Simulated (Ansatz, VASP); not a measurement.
## La2Zr2O in VASP and in Ansatz

```xyz
5
Lattice="3.4145 0.0000 0.0000 -1.7073 2.9571 0.0000 0.0000 0.0000 11.7212" Properties=species:S:1:pos:R:3 pbc="T T T"
La    1.7073    0.9857    7.5715
La    0.0000    1.9714    4.1497
Zr    1.7073    0.9857    1.2079
Zr    0.0000    1.9714   10.5133
O     0.0000    0.0000    0.0000
```

Change from the starting cell: species swapped into the BaCd2Sb2 type (P-3m1, No. 164).

Alike in both runs: functional PBE; k mesh 12 × 12 × 4; occupations gaussian, width 0.1 eV; no spin polarisation.

Ansatz relaxed the structure, and its values are those at the end. VASP's run is a single point on that final structure, the one shown.

```csv
,VASP,Ansatz
version,VASP 6.6.1,Ansatz 0.2.0
potentials or method,"VASP PAW PBE potentials, release 64 (La, Zr_sv, O)","scalar-relativistic, plane waves, PAW"
plane-wave cutoff (eV),520,420
valence electrons in the cell,52,52
```

```csv
,VASP,Ansatz,Ansatz less VASP
gap on the k mesh at the Fermi level (eV),none,none,-
pressure (GPa),0.1,0.0,-0.10
rms of the force components (eV/Å),0.010,0.003,-0.0070
```

A gap of «none» marks a metal or a gap that the smearing closes.

Spin-orbit coupling is left out, which matters for the levels of La.
